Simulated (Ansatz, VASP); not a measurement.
## HfB: equilibrium volume by level of theory

```cif
data_structure
_symmetry_space_group_name_H-M 'P 1'
_symmetry_Int_Tables_number 1
_cell_length_a 3.2668
_cell_length_b 3.2668
_cell_length_c 3.2668
_cell_angle_alpha 60.000
_cell_angle_beta 60.000
_cell_angle_gamma 60.000
_cell_volume 24.65
loop_
_atom_site_label
_atom_site_type_symbol
_atom_site_fract_x
_atom_site_fract_y
_atom_site_fract_z
_atom_site_occupancy
Hf1 Hf 0.50000 0.50000 0.50000 1
B1 B 0.00000 0.00000 0.00000 1
```

| rung | level | program and potentials | cutoff (eV) | k mesh | smearing | spin | equilibrium volume (Å³/atom) | notes |
| --- | --- | --- | --- | --- | --- | --- | --- | --- |
| LDA | LDA | VASP, LDA PAW files B, Hf_pv, 600 eV | 600 | 10 × 10 × 10 | fermi-dirac 0.05 | off | 13.46 | 6.5 valence electrons an atom on average |
| GGA | AM05 | VASP, PBE PAW files B, Hf_pv, 600 eV | 600 | 10 × 10 × 10 | fermi-dirac 0.05 | off | 13.69 | potentials made for PBE; 6.5 valence electrons an atom on average |
| GGA + dispersion | BLYP+D3(BJ) | VASP, PBE PAW files B, Hf_pv, 600 eV | 600 | 10 × 10 × 10 | fermi-dirac 0.05 | off | 13.82 | potentials made for PBE; 6.5 valence electrons an atom on average |
| GGA + dispersion | BLYP+D3(zero damping) | VASP, PBE PAW files B, Hf_pv, 600 eV | 600 | 10 × 10 × 10 | fermi-dirac 0.05 | off | 14.04 | potentials made for PBE; 6.5 valence electrons an atom on average |
| GGA + dispersion | BLYP+D4 | VASP, PBE PAW files B, Hf_pv, 600 eV | 600 | 10 × 10 × 10 | fermi-dirac 0.05 | off | 14.06 | potentials made for PBE; 6.5 valence electrons an atom on average |
| GGA | PBE | VASP, PBE PAW files B, Hf_pv, 600 eV | 600 | 10 × 10 × 10 | fermi-dirac 0.05 | off | 14.13 | 6.5 valence electrons an atom on average |
| GGA | PBEsol | VASP, PBE PAW files B, Hf_pv, 600 eV | 600 | 10 × 10 × 10 | fermi-dirac 0.05 | off | 13.75 | potentials made for PBE; 6.5 valence electrons an atom on average |
| GGA + dispersion | PBEsol+D3(BJ)+ATM | Ansatz, Ansatz PAW | 420 | 10 × 10 × 10 | fermi-dirac 0.1 | collinear, ferromagnetic start | 13.45 | potentials made for PBE, which Ansatz adapts in part; 14.5 valence electrons an atom on average |
| GGA | PW91 | VASP, PBE PAW files B, Hf_pv, 600 eV | 600 | 10 × 10 × 10 | fermi-dirac 0.05 | off | 14.17 | potentials made for PBE; 6.5 valence electrons an atom on average |
| non-local van der Waals functional | optB88-vdW | VASP, PBE PAW files B, Hf_pv, 600 eV | 600 | 10 × 10 × 10 | fermi-dirac 0.05 | off | 14.14 | potentials made for PBE; 6.5 valence electrons an atom on average |
| non-local van der Waals functional | rev-vdW-DF2 | VASP, PBE PAW files B, Hf_pv, 600 eV | 600 | 10 × 10 × 10 | fermi-dirac 0.05 | off | 13.98 | potentials made for PBE; 6.5 valence electrons an atom on average |
| non-local van der Waals functional | vdW-DF-cx | VASP, PBE PAW files B, Hf_pv, 600 eV | 600 | 10 × 10 × 10 | fermi-dirac 0.05 | off | 13.90 | potentials made for PBE; 6.5 valence electrons an atom on average |
| meta-GGA | SCAN | VASP, PBE PAW files B, Hf_pv, 600 eV | 600 | 10 × 10 × 10 | fermi-dirac 0.05 | off | 13.81 | potentials made for PBE; 6.5 valence electrons an atom on average |
| meta-GGA | r2SCAN | VASP, PBE PAW files B, Hf_pv, 600 eV | 600 | 10 × 10 × 10 | fermi-dirac 0.05 | off | 14.04 | potentials made for PBE; 6.5 valence electrons an atom on average |

Task: relaxation of cell and atoms. Smearing widths are in eV. For a metal such meshes aren't converged. Meshes are those of the run's cell of 2 atoms unless a note names another. Relaxations start from the cell shown or near it and stop with a little pressure left. Runs on faulty files, with rough fits or with known faults for this quantity aren't shown. No row holds spin-orbit coupling.

By rung: LDA 13.46; GGA 13.69 to 14.17; GGA + dispersion 13.45 to 14.06; non-local van der Waals functional 13.90 to 14.14; meta-GGA 13.81 to 14.04 (Å³/atom).

LDA gives nearly the smallest volume, 13.46 Å³/atom, and PBE expands it to 14.13. Gradient corrections favour the inhomogeneous density of separated atoms and so weaken the Hf d–B p and metallic bonding that LDA overestimates. PBEsol and AM05, built for slowly varying densities, fall between the two. Only PBEsol+D3(BJ)+ATM lies below LDA, at 13.45; its contraction relative to plain PBEsol may come from dispersion or from the different potentials and settings. For BLYP, changing the D3 damping alone moves the volume from 13.82 to 14.04, so the correction acts well inside bonding distances, where a pairwise picture of a screened metal is doubtful.

Every relaxed volume is clearly larger than that of the cell shown, even with LDA, which normally overbinds. If that cell derives from experiment, this suggests a rock-salt phase containing carbon, nitrogen or vacancies rather than stoichiometric HfB. The volumes don't show whether the monoboride would survive decomposition into hafnium and the well-known diboride.
